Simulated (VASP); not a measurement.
These are PBE GGA, VASP's PBE PAW potentials (set 64) (plane waves; VASP) values and carry that method's errors.

VASP input:

POSCAR:
```
CdS
2.9605180
  0.0000000000   0.9999998333   0.9999998333
  0.9999998333   0.0000000000   0.9999998333
  0.9999998333   0.9999998333   0.0000000000
Cd S
1 1
Cart
  0.0000000000   0.0000000000   0.0000000000
  0.4999999167   0.4999999167   0.4999999167
```

INCAR:
```
SIGMA = 0.05
ENCUT = 400   # plane-wave cut-off (eV)
LORBIT = 11   # lm-projected
LREAL = F   # projection in real space or not
SYSTEM = CdS
LCHARG = F
PREC = Accurate
ISMEAR = 0
GGA = PE   # PBE
ICHARG = 11   # fixed density
LMAXMIX = 4   # l cut-off of mixed one-centre charges
LASPH = T   # aspherical one-centre terms
LWAVE = F
ALGO = Normal   # blocked Davidson
NELM = 100   # most electronic steps
EDIFF = 1E-7   # SCF stop (eV)
```

KPOINTS:
```
k-points along high-symmetry lines
15
Line-mode
Reciprocal
  0.000000   0.000000   0.000000 ! GAMMA
 -0.500000  -0.500000   0.000000 ! X

 -0.500000  -0.500000   0.000000 ! X
 -0.375000  -0.375000   0.250000 ! U

 -0.375000  -0.000000   0.375000 ! K
  0.000000   0.000000   0.000000 ! GAMMA

  0.000000   0.000000   0.000000 ! GAMMA
  0.000000   0.000000   0.500000 ! L

  0.000000   0.000000   0.500000 ! L
 -0.500000  -0.250000   0.250000 ! W

 -0.500000  -0.250000   0.250000 ! W
 -0.500000  -0.500000   0.000000 ! X
```

POTCAR, in this order: Cd S (PBE.64 set). Program: vasp_std. Read from the step before: CHGCAR.

The run wrote:

OUTCAR:
```
 ion  position               nearest neighbor table
   1  0.000  0.000  0.000-   2 2.56   2 2.56   2 2.56   2 2.56
   2  0.250  0.250  0.250-   1 2.56   1 2.56   1 2.56   1 2.56
  LATTYP: Found a face centered cubic cell.
 ALAT       =     5.9210350132
 Subroutine PRICEL returns:
 Original cell was already a primitive cell.
 Subroutine GETGRP returns: Found 24 space group operations
The static configuration has the point symmetry T_d .
The dynamic configuration has the point symmetry T_d .
 Subroutine INISYM returns: Found 24 space group operations
   k-points           NKPTS =     90   k-points in BZ     NKDIM =     90   number of bands    NBANDS=     13
   number of dos      NEDOS =    301   number of ions     NIONS =      2
   total plane-waves  NPLWV =  21952
   dimension x,y,z NGX =    28 NGY =   28 NGZ =   28
   dimension x,y,z NGXF=    56 NGYF=   56 NGZF=   56
   ions per type =               1   1
   PREC   = accura    normal or accurate (medium, high low for compatibility)
   ISTART =      0    job   : 0-new  1-cont  2-samecut
   ICHARG =     11    charge: 1-file 2-atom 10-const
   ISPIN  =      1    spin polarized calculation?
   LNONCOLLINEAR =      F non collinear calculations
   LSORBIT =      F    spin-orbit coupling
   INIWAV =      1    electr: 0-lowe 1-rand  2-diag
   ENCUT  =  400.0 eV  29.40 Ry    5.42 a.u.   6.83  6.83  6.83*2*pi/ulx,y,z
   NELM   =    100;   NELMIN=  2; NELMDL= -5     # of ELM steps
   EDIFF  = 0.1E-06   stopping-criterion for ELM
   LREAL  =      F    real-space projection
   NLSPLINE    = F    spline interpolate recip. space projectors
   LMAXMIX     =    4 max onsite mixed and CHGCAR
   VOSKOWN=      0    Vosko Wilk Nusair interpolation
   EDIFFG = 0.1E-05   stopping-criterion for IOM
   NSW    =      0    number of steps for IOM
   NBLOCK =      1;   KBLOCK =      1    inner block; outer block
   IBRION =     -1    ionic relax: 0-MD 1-quasi-New 2-CG
   NFREE  =      0    steps in history (QN), initial steepest desc. (CG)
   ISIF   =      2    stress and relaxation
   ISYM   =      2    0-nonsym 1-usesym 2-fastsym
   TEIN   =    0.0    initial temperature
   TEBEG  =    0.0;   TEEND  =   0.0 temperature during run
   SMASS  =  -3.00    Nose mass-parameter (am)
   PSTRESS=    0.0 pullay stress
   NELECT =      18.0000    total number of electrons
   EFERMI =   0.00;   METHOD = LEGACY
   ISMEAR =     0;   SIGMA  =   0.05  broadening in eV -4-tet -1-fermi 0-gaus
   IALGO  =     38    algorithm
   LDIAG  =      T    sub-space diagonalisation (order eigenvalues)
   IMIX   =      4    mixing-type and parameters
     AMIX     =   0.40;   BMIX     =  1.00
     AMIX_MAG =   1.60;   BMIX_MAG =  1.00
     AMIN     =   0.10
   GGA     = PE    functional components
   VOSKOWN =     0    Vosko Wilk Nusair interpolation
   LHFCALC =     F    Hartree Fock is set to
   LHFONE  =     F    Hartree Fock one center treatment
   AEXX    =    0.0000 exact exchange contribution
   IVDW    =     0    specifies the selected vdW correction
   LEPSILON=     F    determine dielectric tensor
   LRPA    =     F    only Hartree local field effects (RPA)
  energy-cutoff  :      400.00
  volume of cell :       51.90
      direct lattice vectors                 reciprocal lattice vectors
     0.000000000  2.960517507  2.960517507    -0.168889391  0.168889391  0.168889391
     2.960517507  0.000000000  2.960517507     0.168889391 -0.168889391  0.168889391
     2.960517507  2.960517507  0.000000000     0.168889391  0.168889391 -0.168889391
 k-point     1 :   0.0000 0.0000 0.0000  plane waves:     941
 k-point     2 :  -0.0357-0.0357 0.0000  plane waves:     941
 k-point     3 :  -0.0714-0.0714 0.0000  plane waves:     933
 k-point     4 :  -0.1071-0.1071 0.0000  plane waves:     937
 k-point     5 :  -0.1429-0.1429 0.0000  plane waves:     937
 k-point     6 :  -0.1786-0.1786 0.0000  plane waves:     934
 k-point     7 :  -0.2143-0.2143 0.0000  plane waves:     946
 k-point     8 :  -0.2500-0.2500 0.0000  plane waves:     950
 k-point     9 :  -0.2857-0.2857 0.0000  plane waves:     942
 k-point    10 :  -0.3214-0.3214 0.0000  plane waves:     950
...
```

**OSZICAR**
```
       N       E                     dE             d eps       ncg     rms          rms(c)
DAV:   1     0.928201799109E+02    0.92820E+02   -0.81446E+03  2428   0.102E+03
DAV:   2    -0.159409426460E+01   -0.94414E+02   -0.90642E+02  2800   0.271E+02
DAV:   3    -0.538370413444E+01   -0.37896E+01   -0.37727E+01  2705   0.562E+01
DAV:   4    -0.540895745598E+01   -0.25253E-01   -0.25250E-01  2715   0.452E+00
DAV:   5    -0.540931818707E+01   -0.36073E-03   -0.36073E-03  2755   0.511E-01
DAV:   6    -0.540932581939E+01   -0.76323E-05   -0.76323E-05  2725   0.695E-02
DAV:   7    -0.540932601196E+01   -0.19257E-06   -0.19255E-06  2760   0.102E-02
DAV:   8    -0.540932601699E+01   -0.50306E-08   -0.50272E-08  2065   0.161E-03
   1 F= -.54093260E+01 E0= -.54093260E+01  d E =-.208939E-16
```

File OUTCAR:
```
 val. band max:        0.9409249601   @ k =   0.0000   0.0000   0.0000

 cond. band min:       1.9888503990   @ k =   0.0000   0.0000   0.0000



 k-point     1 :       0.0000    0.0000    0.0000
  band No.  band energies     occupation
      1     -11.1647      2.00000
      2      -6.6341      2.00000
      3      -6.6341      2.00000
      4      -6.6341      2.00000
      5      -6.2133      2.00000
      6      -6.2133      2.00000
      7       0.9409      2.00000
      8       0.9409      2.00000
      9       0.9409      2.00000
     10       1.9889      0.00000
     11       7.4908      0.00000
     12       7.4908      0.00000
     13       7.4908      0.00000

 k-point     2 :      -0.0357   -0.0357    0.0000
  band No.  band energies     occupation
      1     -11.1583      2.00000
      2      -6.6308      2.00000
      3      -6.6308      2.00000
      4      -6.6307      2.00000
      5      -6.2146      2.00000
      6      -6.2124      2.00000
      7       0.7894      2.00000
      8       0.9144      2.00000
      9       0.9144      2.00000
     10       2.1511      0.00000
     11       7.4221      0.00000
     12       7.5274      0.00000
     13       7.5274      0.00000

 k-point     3 :      -0.0714   -0.0714    0.0000
  band No.  band energies     occupation
      1     -11.1394      2.00000
      2      -6.6210      2.00000
      3      -6.6210      2.00000
      4      -6.6202      2.00000
      5      -6.2179      2.00000
      6      -6.2096      2.00000
      7       0.4727      2.00000
      8       0.8372      2.00000
      9       0.8372      2.00000
     10       2.4987      0.00000
     11       7.2348      0.00000
     12       7.6353      0.00000
     13       7.6353      0.00000

 k-point     4 :      -0.1071   -0.1071    0.0000
  band No.  band energies     occupation
      1     -11.1090      2.00000
      2      -6.6050      2.00000
      3      -6.6050      2.00000
      4      -6.6024      2.00000
...
```

The density is held fixed in this step, so its total energy and stress have no physical meaning.

The compound is CdS in the zinc blende structure, a metastable form; wurtzite is the usual one. It was relaxed first, which changed the volume by +5 %.
